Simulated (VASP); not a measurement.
All values below come from SCAN meta-GGA, VASP's PBE PAW potentials (set 64) (plane waves; VASP).

VASP input:

### INCAR
```
! general
SYSTEM  = ZnS
PREC    = Accurate
ENCUT   = 520
LREAL   = F
LASPH   = T

! electronic loop
EDIFF   = 1E-7
NELM    = 100
ALGO    = Normal
LMAXMIX = 4
LMIXTAU = T

! smearing
ISMEAR  = 0
SIGMA   = 0.05

! functional
METAGGA = SCAN

! ions
IBRION  = 2
NSW     = 30
ISIF    = 4
EDIFFG  = -0.01

! output
LWAVE   = F
LCHARG  = F
```

File KPOINTS:
```
Automatic mesh
0
Gamma
7 7 4
0 0 0
```

**POSCAR**
```
ZnS
1
    1.9351566064    -3.3517895203     0.0000000000
    1.9351566064     3.3517895203     0.0000000000
    0.0000000000     0.0000000000     6.3559722956
Zn S
2 2
Direct
  0.6666670000   0.3333330000   0.5003064732
  0.3333330000   0.6666670000   0.0003064732
  0.6666670000   0.3333330000   0.8746935268
  0.3333330000   0.6666670000   0.3746935268
```

POTCAR, in this order: Zn S (PBE.64 set). Program: vasp_std.

The resulting files:

### OUTCAR
```
 ion  position               nearest neighbor table
   1  0.667  0.333  0.500-   4 2.37   4 2.37   4 2.37   3 2.38
   2  0.333  0.667  0.000-   3 2.37   3 2.37   3 2.37   4 2.38
   3  0.667  0.333  0.875-   2 2.37   2 2.37   2 2.37   1 2.38
   4  0.333  0.667  0.375-   1 2.37   1 2.37   1 2.37   2 2.38
  LATTYP: Found a hexagonal cell.
 ALAT       =     3.8703131759
 C/A-ratio  =     1.6422372058
 Subroutine PRICEL returns:
 Original cell was already a primitive cell.
 Subroutine GETGRP returns: Found 12 space group operations
The static configuration has the point symmetry C_3v.
 The point group associated with its full space group is C_6v.
The dynamic configuration has the point symmetry C_3v.
 Subroutine INISYM returns: Found 12 space group operations
 Subroutine IBZKPT returns following result:
 Found     24 irreducible k-points:

 Following reciprocal coordinates:
            Coordinates               Weight
  0.000000  0.000000  0.000000      1.000000
  0.142857 -0.000000  0.000000      6.000000
  0.285714  0.000000  0.000000      6.000000
  0.428571 -0.000000  0.000000      6.000000
  0.142857  0.142857  0.000000      6.000000
...
```

File OSZICAR:
```
       N       E                     dE             d eps       ncg     rms          rms(c)
DAV:   1     0.201654558393E+03    0.20165E+03   -0.18020E+04  1056   0.201E+03
DAV:   2    -0.326605442192E+02   -0.23432E+03   -0.22855E+03  1104   0.389E+02
DAV:   3    -0.554699663938E+02   -0.22809E+02   -0.22689E+02  1296   0.122E+02
DAV:   4    -0.559645749607E+02   -0.49461E+00   -0.49416E+00  1230   0.188E+01
DAV:   5    -0.559730427560E+02   -0.84678E-02   -0.84669E-02  1298   0.234E+00    0.971E+00
DAV:   6    -0.519061630989E+02    0.40669E+01   -0.34828E+00  1408   0.500E+01    0.874E+00
DAV:   7    -0.492887069384E+02    0.26175E+01   -0.10954E+00  1092   0.124E+01    0.428E+00
DAV:   8    -0.501482660774E+02   -0.85956E+00   -0.93008E-01  1092   0.676E+00    0.138E+00
DAV:   9    -0.498709149953E+02    0.27735E+00   -0.14334E-01  1080   0.396E+00    0.103E+00
DAV:  10    -0.498615664410E+02    0.93486E-02   -0.11743E-01  1056   0.331E+00    0.723E-01
DAV:  11    -0.499179978874E+02   -0.56431E-01   -0.13252E-01  1056   0.374E+00    0.183E-01
DAV:  12    -0.499142191215E+02    0.37788E-02   -0.76199E-03  1182   0.106E+00    0.115E-01
DAV:  13    -0.499168270791E+02   -0.26080E-02   -0.11337E-02  1098   0.122E+00    0.124E-01
DAV:  14    -0.499148678594E+02    0.19592E-02   -0.51453E-03  1080   0.896E-01    0.969E-02
DAV:  15    -0.499185002289E+02   -0.36324E-02   -0.20808E-03  1110   0.473E-01    0.479E-02
DAV:  16    -0.499193041244E+02   -0.80390E-03   -0.67890E-04  1140   0.331E-01    0.100E-02
DAV:  17    -0.499193290941E+02   -0.24970E-04   -0.22389E-05  1284   0.579E-02    0.578E-03
DAV:  18    -0.499193720174E+02   -0.42923E-04   -0.55415E-05  1098   0.927E-02    0.343E-03
DAV:  19    -0.499193789726E+02   -0.69552E-05   -0.28673E-06  1242   0.144E-02    0.167E-03
DAV:  20    -0.499193749126E+02    0.40599E-05   -0.11059E-06  1122   0.122E-02    0.177E-03
DAV:  21    -0.499193782107E+02   -0.32980E-05   -0.85011E-07  1110   0.122E-02    0.694E-04
DAV:  22    -0.499193766875E+02    0.15232E-05   -0.68300E-08   822   0.359E-03    0.488E-04
DAV:  23    -0.499193766703E+02    0.17213E-07   -0.11806E-08   660   0.161E-03
   1 F= -.49919377E+02 E0= -.49919377E+02  d E =-.499194E+02
       N       E                     dE             d eps       ncg     rms          rms(c)
DAV:   1    -0.499198222726E+02   -0.44559E-03   -0.15159E-02  1074   0.921E-01    0.152E-01
DAV:   2    -0.499195876255E+02    0.23465E-03   -0.92432E-04  1266   0.430E-01    0.768E-02
DAV:   3    -0.499194718993E+02    0.11573E-03   -0.12047E-04  1178   0.149E-01    0.360E-02
DAV:   4    -0.499194665628E+02    0.53365E-05   -0.78061E-05  1176   0.861E-02    0.609E-03
DAV:   5    -0.499194359261E+02    0.30637E-04   -0.46432E-05  1080   0.818E-02    0.828E-03
DAV:   6    -0.499194615021E+02   -0.25576E-04   -0.94526E-06  1074   0.349E-02    0.333E-03
DAV:   7    -0.499194584146E+02    0.30874E-05   -0.46465E-07  1188   0.699E-03    0.291E-03
DAV:   8    -0.499194619305E+02   -0.35159E-05   -0.17179E-07   772   0.572E-03    0.579E-04
DAV:   9    -0.499194598928E+02    0.20377E-05   -0.10806E-07   712   0.437E-03    0.307E-04
DAV:  10    -0.499194596787E+02    0.21407E-06   -0.14707E-08   600   0.138E-03    0.339E-04
DAV:  11    -0.499194601831E+02   -0.50439E-06   -0.42391E-09   570   0.833E-04    0.233E-04
DAV:  12    -0.499194595340E+02    0.64912E-06   -0.58332E-09   564   0.936E-04    0.668E-05
DAV:  13    -0.499194597371E+02   -0.20303E-06   -0.10549E-09   564   0.335E-04    0.372E-05
DAV:  14    -0.499194597516E+02   -0.14539E-07   -0.85767E-11   564   0.990E-05
   2 F= -.49919460E+02 E0= -.49919460E+02  d E =-.830813E-04
```

File OUTCAR:
```
------------------------ aborting loop because EDIFF is reached ----------------------------------------
  FORCE on cell =-STRESS in cart. coord.  units (eV):
  Direction    XX          YY          ZZ          XY          YZ          ZX
  --------------------------------------------------------------------------------------
  Total       -2.2518273     -2.2518273     -2.2667034      0.0000000      0.0000000      0.0000000
  in kB      -43.7563234    -43.7563224    -44.0453865      0.0000000      0.0000000      0.0000000
  external PRESSURE =     -43.8526774 kB  Pullay stress =       0.0000000 kB
  volume of cell :       82.45
      direct lattice vectors                 reciprocal lattice vectors
     1.936170848 -3.353546240  0.000000000     0.258241674 -0.149095902  0.000000000
     1.936170848  3.353546240  0.000000000     0.258241674  0.149095902  0.000000000
     0.000000000  0.000000000  6.349315026     0.000000000  0.000000000  0.157497304
  FREE ENERGIE OF THE ION-ELECTRON SYSTEM (eV)
  ---------------------------------------------------
  free  energy   TOTEN  =       -49.9194597516 eV

  energy  without entropy=      -49.9194597516  energy(sigma->0) =      -49.91945975

 reached required accuracy - stopping structural energy minimisation
```
(Selected blocks of OUTCAR.)

File CONTCAR:
```
ZnS
   1.00000000000000
     1.9361708476910864   -3.3535462399976046    0.0000000000000000
     1.9361708476910864    3.3535462399976046    0.0000000000000000
     0.0000000000000000    0.0000000000000000    6.3493150264236862
  Zn              S
     2     2
Direct
     0.6666669999999968    0.3333330000000032    0.5003676451814328
     0.3333330000000032    0.6666669999999968    0.0003676451814328
     0.6666669999999968    0.3333330000000032    0.8746323548185672
     0.3333330000000032    0.6666669999999968    0.3746323548185672
```

The compound is ZnS in the wurtzite structure, the high-temperature form. This cell is one point of a volume scan, at 1.06 of the reference volume. Symmetry was kept, so distortions that lower it aren't found.
